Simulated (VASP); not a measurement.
# Te2Mo: structure and properties in VASP, part 3 of 5

What structure and properties does BEEF-vdW give Te2Mo, and how near are they to the measured ones? The start is a cell from a database of measured crystal structures.

VASP 6.6.1; BEEF-vdW; plane waves and PAW (Te, Mo_sv).

So far, gap on the k-mesh (eV): step 2 (full relaxation (BEEF-vdW)) 0.940; step 3 (second relaxation) 0.947. The relaxed cell has a = 3.567, c = 14.503 Å (conventional setting).

## Step 4: Density, ELF and potential (BEEF-vdW)

The relaxed cell gets a fresh self-consistent run, on a basis set for its own volume, to fix the density and to check the remaining stress.

Input file INCAR:

```
SYSTEM = Te2Mo
PREC = Accurate
ENCUT = 400
EDIFF = 1E-06
NELM = 100
ISMEAR = -1
SIGMA = 0.05
LREAL = .FALSE.
ALGO = Normal
GGA = BF
LUSE_VDW = .TRUE.
ZAB_VDW = -1.8867
LASPH = .TRUE.
NBANDS = 32
LORBIT = 11
LWAVE = .FALSE.
LCHARG = .TRUE.
ISIF = 2
LELF = .TRUE.
LVHAR = .TRUE.
```

Input file POSCAR:

```
Te2Mo
1.0
    3.5674050606      0.0000000000      0.0000000000
   -1.7837025304      3.0894634081      0.0000000000
    0.0000000000      0.0000000000     14.5031800421
Te Mo
4 2
Direct
    0.6666666667      0.3333333333      0.3751880715
    0.3333333333      0.6666666667      0.8751880715
    0.6666666667      0.3333333333      0.1248119285
    0.3333333333      0.6666666667      0.6248119285
    0.6666666667      0.3333333333      0.7500000000
    0.3333333333      0.6666666667      0.2500000000
```

Input file KPOINTS:

```
Automatic mesh
0
Gamma
6 6 2
0 0 0
```

The projector-augmented-wave data sets are Te and Mo_sv (PBE family, release 64).

Launch:

```console
$ mpirun -np 2 vasp_std
```

The log of the run:

```text
[banner, memory and clock lines left out]
running    2 mpi-ranks, on    1 nodes
 distrk:  each k-point on    2 cores,    1 groups
 distr:  one band on    1 cores,    2 groups

 POSCAR found type information on POSCAR TeMo
 POSCAR found :  2 types and       6 ions

     **************************************************************************
     Initializing libbeef V0.1.3 with the BEEF-vdW functional.
     **************************************************************************

 [... a notice as in an earlier step ...]

 [... a notice as in an earlier step ...]

 LDA part: xc-table for (Slater+PW92), standard interpolation
 POSCAR, INCAR and KPOINTS ok, starting setup
 FFT: planning ... GRIDC
 FFT: planning ... GRID_SOFT
 FFT: planning ... GRID
 WAVECAR not read
 entering main loop
       N       E                     dE             d eps       ncg     rms          rms(c)
DAV:   1     0.346417637371E+03    0.34642E+03   -0.24193E+04  1120   0.118E+03
DAV:   2    -0.287656929278E+01   -0.34929E+03   -0.34172E+03  1184   0.298E+02
DAV:   3    -0.215509238407E+02   -0.18674E+02   -0.18336E+02  1120   0.596E+01
DAV:   4    -0.220732288399E+02   -0.52230E+00   -0.52006E+00  1136   0.981E+00
DAV:   5    -0.220916804982E+02   -0.18452E-01   -0.18448E-01  1216   0.179E+00    0.177E+01
DAV:   6    -0.216584810405E+02    0.43320E+00   -0.48944E+00  1088   0.109E+01    0.826E+00
DAV:   7    -0.217659886246E+02   -0.10751E+00   -0.65000E+00  1008   0.101E+01    0.549E+00
DAV:   8    -0.213425785044E+02    0.42341E+00   -0.15873E+00  1064   0.563E+00    0.270E+00
DAV:   9    -0.213473235253E+02   -0.47450E-02   -0.19410E-01  1168   0.199E+00    0.903E-01
DAV:  10    -0.213449839334E+02    0.23396E-02   -0.21238E-02  1112   0.780E-01    0.324E-01
DAV:  11    -0.213454409473E+02   -0.45701E-03   -0.16351E-03  1208   0.221E-01    0.154E-01
DAV:  12    -0.213453403679E+02    0.10058E-03   -0.19521E-04  1040   0.763E-02    0.109E-01
DAV:  13    -0.213453345312E+02    0.58367E-05   -0.10964E-04  1104   0.573E-02    0.443E-02
DAV:  14    -0.213453368650E+02   -0.23338E-05   -0.45055E-06   960   0.971E-03    0.342E-02
DAV:  15    -0.213453359942E+02    0.87071E-06   -0.20524E-06   912   0.797E-03
   1 F= -.21345336E+02 E0= -.21345328E+02  d E =-.151694E-04
```

The job ended after 85 s (2 MPI ranks of AMD EPYC 7R43, shared host; peak memory 0.65 GiB).

Parts of OUTCAR (step 4):

```text
  LATTYP: Found a hexagonal cell.
 ALAT       =     3.5674050606
 C/A-ratio  =     4.0654705019

 Found     14 irreducible k-points:

   ENCUT  =  400.0 eV  29.40 Ry    5.42 a.u.   5.82  5.82 23.65*2*pi/ulx,y,z

   NELECT =      52.0000    total number of electrons

 E-fermi :   7.5217

 k-point     1 :       0.0000    0.0000    0.0000
  band No.  band energies     occupation
    ...
     22       6.1471      2.00000
     23       6.1471      2.00000
     24       6.2490      2.00000
     25       6.5815      2.00000
     26       7.0711      1.99976
     27       9.9188      0.00000
     28       9.9188      0.00000
     29      10.0051      0.00000
     30      10.0051      0.00000
     31      10.1319      0.00000
    ...

 k-point     2 :       0.1667    0.0000    0.0000
  band No.  band energies     occupation
    ...
     22       5.7314      2.00000
     23       5.9619      2.00000
     24       6.2846      2.00000
     25       6.7101      2.00000
     26       6.7483      2.00000
     27       8.8417      0.00000
     28       9.0969      0.00000
     29       9.1436      0.00000
     30       9.3383      0.00000
     31       9.4594      0.00000
    ...

Total vdW correction in eV:      7.7901368

  Total       -0.0623495     -0.0623495      0.0477246      0.0000000      0.0000000      0.0000000
  in kB       -0.6249489     -0.6249489      0.4783592      0.0000000      0.0000000      0.0000000
  external PRESSURE =      -0.2571795 kB  Pullay stress =       0.0000000 kB

  energy-cutoff  :      400.00
  volume of cell :      159.84
      direct lattice vectors                 reciprocal lattice vectors
     3.567405061  0.000000000  0.000000000     0.280315799  0.161840402  0.000000000
    -1.783702530  3.089463408  0.000000000     0.000000000  0.323680804  0.000000000
     0.000000000  0.000000000 14.503180042     0.000000000  0.000000000  0.068950396

 POSITION                                       TOTAL-FORCE (eV/Angst)
 -----------------------------------------------------------------------------------
      1.78370      1.02982      5.44142         0.000000     -0.000000      0.001105
     -0.00000      2.05964     12.69301        -0.000000     -0.000000      0.001105
      1.78370      1.02982      1.81017         0.000000     -0.000000     -0.001105
     -0.00000      2.05964      9.06176        -0.000000     -0.000000     -0.001105
      1.78370      1.02982     10.87739         0.000000      0.000000      0.000000
     -0.00000      2.05964      3.62580        -0.000000      0.000000      0.000000
 -----------------------------------------------------------------------------------
    total drift:                               -0.000000      0.000000     -0.000000

  FREE ENERGIE OF THE ION-ELECTRON SYSTEM (eV)
  ---------------------------------------------------
  free  energy   TOTEN  =       -21.3453359942 eV

  energy  without entropy=      -21.3453208248  energy(sigma->0) =      -21.34532841

Total vdW correction in eV:      7.7901757

 total charge
# of ion       s       p       d       tot
------------------------------------------
    1        1.376   1.968   0.059   3.403
    2        1.376   1.968   0.059   3.403
    3        1.376   1.968   0.059   3.403
    4        1.376   1.968   0.059   3.403
    5        2.244   6.136   3.956  12.336
    6        2.244   6.136   3.956  12.336
--------------------------------------------------
tot          9.992  20.143   8.148  38.283

[... 5 parts as in an earlier step ...]

[... 6 further parts left out ...]
```

Numbers from this step:

```yaml
scf_cycles: 15
free_energy_toten: -21.35 eV
pressure: -0.02572 GPa
gap_on_the_k_mesh: 0.9472 eV
least_direct_gap_on_the_k_mesh: 0.9839 eV
```

Valence electrons inside each PAW sphere by angular momentum. Sphere charges, by row:

```
atom  s (e)  p (e)  d (e)  tot (e)
 Te1  1.376  1.968  0.059    3.403
 Te2  1.376  1.968  0.059    3.403
 Te3  1.376  1.968  0.059    3.403
 Te4  1.376  1.968  0.059    3.403
 Mo5  2.244  6.136  3.956    12.34
 Mo6  2.244  6.136  3.956    12.34
```

Valence density in the ac plane at fractional y = 0.333, with atoms of Te and Mo within 0.2 Å of it. It is the smooth field of the valence electrons, not physical close to the nuclei.

Ten steps, logarithmic in the rise over the least value, from '_' (-0.2 e/Å³) to '@' (6.8 e/Å³), each cell a mean:
```
----------------------------
--======--------------------
==============------------==
============================
==============**######**++==
====----====**%%@@@@@@@@##++
====--======**%%@@@@@@%%##++
==============++++**++++====
================------======
============--------------==
----------------------------
----------------------------
----------------======------
----------====++++++++++====
==------====++==--..::==++++
====----====++====----==++++
============================
============================
============================
==============++++====++++==
====----====++==--__..==++++
==------====++++==--====++==
------------======++++======
----------------------------
```
Columns run along a (3.6 Å), rows up along c (14.5 Å). Atoms in or near the plane, at fractional coordinates: Te at (0.67, 0.38), Te at (0.67, 0.12), Mo at (0.67, 0.75).

Electrostatic potential energy in the ac plane at fractional y = 0.333, with atoms of Te and Mo within 0.2 Å of it. With pseudopotentials it is smooth inside the atoms' cores, unlike the true potential.

Ten even steps from '_' (-86 eV) to '@' (4 eV), each cell a mean:
```
@@@@@@@@@@@@@@@@@@@@@@@@@@@@
@@@@@@@@@@@@@@@@@@@@@@@@@@@@
@@%%%%%%%%@@@@@@@@@@@@@@@@@@
@@%%%%%%@@@@@@@@@@@@@@@@@@@@
@@@@@@@@@@@@%%##**++****%%@@
@@@@@@@@@@%%**--::::::--++##
@@@@@@@@@@%%##==--::--==++%%
@@@@@@@@@@@@@@%%######%%%%@@
@@%%%%%%%%@@@@@@@@@@@@@@@@@@
@@%%%%%%@@@@@@@@@@@@@@@@@@@@
@@@@@@@@@@@@@@@@@@@@@@@@@@@@
@@@@@@@@@@@@@@@@@@@@@@@@@@@@
@@@@@@@@@@@@@@@@@@@@@@@@@@@@
@@@@@@@@@@@@%%**++====**%%@@
@@@@@@@@@@%%++..________--##
@@@@@@@@@@%%**::______..==##
@@@@@@@@@@@@@@%%######%%%%@@
@@%%%%%%@@@@@@@@@@@@@@@@@@@@
@@%%%%%%@@@@@@@@@@@@@@@@@@@@
@@@@@@@@@@@@%%**++====**##@@
@@@@@@@@@@%%++..________--##
@@@@@@@@@@%%**::______..==##
@@@@@@@@@@@@@@%%######%%@@@@
@@@@@@@@@@@@@@@@@@@@@@@@@@@@
```
Columns run along a (3.6 Å; values clipped at the 3rd and 97th percentile), rows up along c (14.5 Å). Atoms in or near the plane, at fractional coordinates: Te at (0.67, 0.38), Te at (0.67, 0.12), Mo at (0.67, 0.75).

ELF in the ac plane at fractional y = 0.333, with atoms of Te and Mo within 0.2 Å of it. It is the smooth field of the valence electrons, not physical close to the nuclei.

Ten even steps from '_' (0.03) to '@' (0.93), each cell a mean:
```
::--====::..________________
##%%%%%%##++--..________::==
##%%%%%%%%##++--......::==**
##########**++--::::::--==**
==++**++==--::--==++++==----
..::----::::==##**++++##**--
::--==--::::--**##****##++::
++********==--::------::::==
##%%%%%%####++--::::::--==**
##%%%%%%%%##++::..__....--**
++######**==::__________..--
....::::..______......______
..______..--++##%%%%%%##**==
**::__..==##@@@@@@@@@@@@@@%%
##==::::**%%@@%%######%%%%%%
**==::--**##%%%%##****##%%%%
--::....--++**####****####**
....::::....::::::::::::::::
..........::--==========----
++::..::==**############%%##
##==::--**%%%%%%**++**##%%%%
##--..::++%%@@@@%%%%%%@@@@@@
++..____--##%%@@@@@@@@@@@@%%
__________..--++******++--::
```
Columns run along a (3.6 Å), rows up along c (14.5 Å). Atoms in or near the plane, at fractional coordinates: Te at (0.67, 0.38), Te at (0.67, 0.12), Mo at (0.67, 0.75).

In this run the pressure is -0.03 GPa, small enough to go on.

## Step 5: Bands along the symmetry lines (BEEF-vdW)

Levels along the symmetry lines show where the bands peak and cross; KPOINTS_OPT computes them in the converged potential.

Changes to INCAR since step 4:

```diff
@@ -13,8 +13,6 @@
 LASPH = .TRUE.
-NBANDS = 32
+NBANDS = 42
 LORBIT = 11
 LWAVE = .FALSE.
-LCHARG = .TRUE.
-ISIF = 2
-LELF = .TRUE.
-LVHAR = .TRUE.
+LCHARG = .FALSE.
+KPAR = 2
```

POSCAR is that of step 4.

KPOINTS is that of step 4.

Input file KPOINTS_OPT:

```
Line mode
16
Line-mode
Reciprocal
  0.00000000   0.00000000   0.00000000 GAMMA
  0.50000000   0.00000000   0.00000000 M

  0.50000000   0.00000000   0.00000000 M
  0.33333333   0.33333333   0.00000000 K

  0.33333333   0.33333333   0.00000000 K
  0.00000000   0.00000000   0.00000000 GAMMA

  0.00000000   0.00000000   0.00000000 GAMMA
  0.00000000   0.00000000   0.50000000 A

  0.00000000   0.00000000   0.50000000 A
  0.50000000   0.00000000   0.50000000 L

  0.50000000   0.00000000   0.50000000 L
  0.33333333   0.33333333   0.50000000 H

  0.33333333   0.33333333   0.50000000 H
  0.00000000   0.00000000   0.50000000 A

  0.50000000   0.00000000   0.50000000 L
  0.50000000   0.00000000   0.00000000 M

  0.33333333   0.33333333   0.00000000 K
  0.33333333   0.33333333   0.50000000 H
```

Launch:

```console
$ mpirun -np 2 vasp_std
```

The log of the run:

```text
[... set-up lines as in an earlier step ...]
 entering main loop
       N       E                     dE             d eps       ncg     rms          rms(c)
DAV:   1     0.333951777895E+03    0.33395E+03   -0.23443E+04  1408   0.894E+02
DAV:   2    -0.537655837508E+01   -0.33933E+03   -0.32307E+03  1460   0.247E+02
DAV:   3    -0.217613189673E+02   -0.16385E+02   -0.16103E+02  1390   0.485E+01
DAV:   4    -0.220826683374E+02   -0.32135E+00   -0.32106E+00  1374   0.680E+00
DAV:   5    -0.220917173331E+02   -0.90490E-02   -0.90485E-02  1472   0.106E+00    0.176E+01
DAV:   6    -0.216579675244E+02    0.43375E+00   -0.28444E+00  1228   0.828E+00    0.819E+00
DAV:   7    -0.217792743092E+02   -0.12131E+00   -0.29277E+00  1222   0.777E+00    0.533E+00
DAV:   8    -0.213386044274E+02    0.44067E+00   -0.75360E-01  1246   0.447E+00    0.182E+00
DAV:   9    -0.213499644135E+02   -0.11360E-01   -0.13372E-01  1350   0.143E+00    0.923E-01
DAV:  10    -0.213455073673E+02    0.44570E-02   -0.12560E-02  1256   0.569E-01    0.364E-01
DAV:  11    -0.213454342149E+02    0.73152E-04   -0.28276E-03  1338   0.227E-01    0.109E-01
DAV:  12    -0.213453295404E+02    0.10467E-03   -0.23460E-04  1324   0.697E-02    0.472E-02
DAV:  13    -0.213453360397E+02   -0.64994E-05   -0.53623E-05  1246   0.345E-02    0.260E-02
DAV:  14    -0.213453363743E+02   -0.33454E-06   -0.29987E-06  1232   0.668E-03
   1 F= -.21345336E+02 E0= -.21345329E+02  d E =-.151681E-04
 Start KPOINTS_OPT (optional k-point list driver)
k-point batch [1-14\144]
       N       E                     dE             ncg
DAV:   1    -0.125123992573E+04   -0.95170E+04     1408
DAV:   2    -0.604538998937E+04   -0.47942E+04     1444
DAV:   3    -0.626101159113E+04   -0.21562E+03     1382
DAV:   4    -0.626533469144E+04   -0.43231E+01     1440
DAV:   5    -0.626547190724E+04   -0.13722E+00     1440
DAV:   6    -0.626547479312E+04   -0.28859E-02     1468
DAV:   7    -0.626547493719E+04   -0.14406E-03     1430
DAV:   8    -0.626547494514E+04   -0.79550E-05     1020
DAV:   9    -0.626547494567E+04   -0.53045E-06      966
[...]
k-point batch [141-144\144]
       N       E                     dE             ncg
DAV:   1     0.163621407614E+05   -0.72299E+04      400
DAV:   2     0.150718840159E+05   -0.12903E+04      414
DAV:   3     0.150109955196E+05   -0.60888E+02      408
DAV:   4     0.150098784621E+05   -0.11171E+01      366
DAV:   5     0.150098458256E+05   -0.32637E-01      368
DAV:   6     0.150098446477E+05   -0.11779E-02      372
DAV:   7     0.150098445879E+05   -0.59744E-04      360
DAV:   8     0.150098445848E+05   -0.31888E-05      300
DAV:   9     0.150098445846E+05   -0.19202E-06      204
```

It took 5.3 min on 2 MPI ranks; peak memory 1 GiB; 11 min of CPU time.

OUTCAR, selected parts (step 5):

```text
   k-points           NKPTS =     14   k-points in BZ     NKDIM =     14   number of bands    NBANDS=     42

   NELECT =      52.0000    total number of electrons

 E-fermi :   7.5216

 k-point     1 :       0.0000    0.0000    0.0000
  band No.  band energies     occupation
    ...
     22       6.1470      2.00000
     23       6.1470      2.00000
     24       6.2489      2.00000
     25       6.5814      2.00000
     26       7.0710      1.99976
     27       9.9187      0.00000
     28       9.9187      0.00000
     29      10.0051      0.00000
     30      10.0051      0.00000
     31      10.1318      0.00000
    ...

Total vdW correction in eV:      7.7901270

  Total       -0.0639163     -0.0639163      0.0518096      0.0000000      0.0000000      0.0000000
  in kB       -0.6406534     -0.6406534      0.5193049      0.0000000      0.0000000      0.0000000
  external PRESSURE =      -0.2540007 kB  Pullay stress =       0.0000000 kB

 POSITION                                       TOTAL-FORCE (eV/Angst)
 -----------------------------------------------------------------------------------
      1.78370      1.02982      5.44142         0.000000     -0.000000      0.001198
     -0.00000      2.05964     12.69301         0.000000     -0.000000      0.001198
      1.78370      1.02982      1.81017         0.000000      0.000000     -0.001198
     -0.00000      2.05964      9.06176         0.000000     -0.000000     -0.001198
      1.78370      1.02982     10.87739        -0.000000     -0.000000      0.000000
     -0.00000      2.05964      3.62580        -0.000000      0.000000      0.000000
 -----------------------------------------------------------------------------------
    total drift:                               -0.000000      0.000000     -0.000000

  FREE ENERGIE OF THE ION-ELECTRON SYSTEM (eV)
  ---------------------------------------------------
  free  energy   TOTEN  =       -21.3453363743 eV

  energy  without entropy=      -21.3453212061  energy(sigma->0) =      -21.34532879

Total vdW correction in eV:      7.7902091

[... 9 parts as in an earlier step ...]

[... 7 further parts left out ...]
```

Spin-orbit coupling is off here; with elements this heavy it splits and shifts levels by tenths of an eV or more.

This step gave:

| Item | Value |
| --- | --- |
| SCF cycles | 14 |
| bands | 42 |
| pressure | -0.02540 GPa |
| least gap on mesh and path | 0.8558 eV |
| least direct gap on mesh and path | 0.9839 eV |
| conduction bottom at k | 0.2, 0.2, 0 |

The electronic bands at the labelled points (eV, zero at the valence-band top; v1 is the highest filled band, c1 the lowest empty one):

```
          point     v4     v3     v2     v1    c1    c2    c3    c4
              Γ  -0.92  -0.82  -0.49   0.00  2.85  2.85  2.93  2.93
0.47 of the way  -1.13  -0.86  -0.69  -0.68  1.30  1.79  1.90  1.99
              M  -0.81  -0.79  -0.50  -0.31  1.26  1.30  1.49  1.73
0.47 of the way  -1.76  -1.54  -0.36  -0.20  1.22  1.32  1.71  1.88
              K  -1.73  -1.73  -0.16   0.00  0.98  0.98  1.40  2.14
0.53 of the way  -0.98  -0.73  -0.63  -0.61  1.03  1.62  1.63  1.68
              Γ  -0.92  -0.82  -0.49   0.00  2.85  2.85  2.93  2.93
0.47 of the way  -0.93  -0.93  -0.30  -0.02  2.85  2.85  2.91  2.91
              A  -0.94  -0.94  -0.11  -0.11  2.88  2.88  2.88  2.88
0.47 of the way  -1.15  -1.15  -0.68  -0.68  1.51  1.51  2.08  2.08
              L  -0.79  -0.79  -0.41  -0.41  1.28  1.28  1.62  1.62
0.53 of the way  -1.72  -1.72  -0.26  -0.26  1.24  1.24  1.84  1.84
              H  -1.82  -1.82  -0.09  -0.09  0.99  0.99  1.74  1.74
0.47 of the way  -1.00  -1.00  -0.60  -0.60  1.14  1.14  1.65  1.65
              A  -0.94  -0.94  -0.11  -0.11  2.88  2.88  2.88  2.88
      jump to L  -0.79  -0.79  -0.41  -0.41  1.28  1.28  1.62  1.62
0.53 of the way  -0.81  -0.79  -0.47  -0.34  1.27  1.30  1.53  1.70
              M  -0.81  -0.79  -0.50  -0.31  1.26  1.30  1.49  1.73
      jump to K  -1.73  -1.73  -0.16   0.00  0.98  0.98  1.40  2.14
0.53 of the way  -1.78  -1.78  -0.14  -0.03  0.99  0.99  1.51  2.00
              H  -1.82  -1.82  -0.09  -0.09  0.99  0.99  1.74  1.74
```

Of the projections kept (Te, Mo), the largest for each band there; the rest of the weight can lie on other orbitals:

```
point       v4       v3       v2       v1       c1       c2       c3       c4
    Γ  Mo 0.78  Mo 0.90  Te 0.94  Mo 0.80  Te 0.71  Te 0.71  Te 0.73  Te 0.73
    M  Mo 0.70  Mo 0.79  Te 0.80  Te 0.76  Mo 0.95  Mo 0.93  Mo 0.94  Mo 0.93
    K  Te 0.54  Te 0.54  Mo 0.90  Mo 0.88  Mo 0.94  Mo 0.94  Mo 0.80  Mo 0.76
    Γ  Mo 0.78  Mo 0.90  Te 0.94  Mo 0.80  Te 0.71  Te 0.71  Te 0.73  Te 0.73
    A  Mo 0.77  Mo 0.77  Mo 0.71  Mo 0.71  Te 0.72  Te 0.72  Te 0.72  Te 0.72
    L  Mo 0.75  Mo 0.75  Te 0.77  Te 0.77  Mo 0.94  Mo 0.94  Mo 0.93  Mo 0.93
```

The path lowers the gap by 0.09 eV against the mesh alone, so a band edge lies off the mesh.

(Continued in part 4 of 5.)

[Lines on the potential files, build, host, timing and source positions are cut from VASP's logs without a mark.]

[Logs are printed without paths, hosts, clocks, repeated set-up lines and the standing remarks that a program may print on its own settings, such as how far it seeks lower states.]

[Hosts, paths, dates, database ids (printed as entryN), source tags and the programs' standing remarks are cut or masked in the printed files.]

[A measured line is paired with the nearest computed mode of its activity, which favours agreement.]
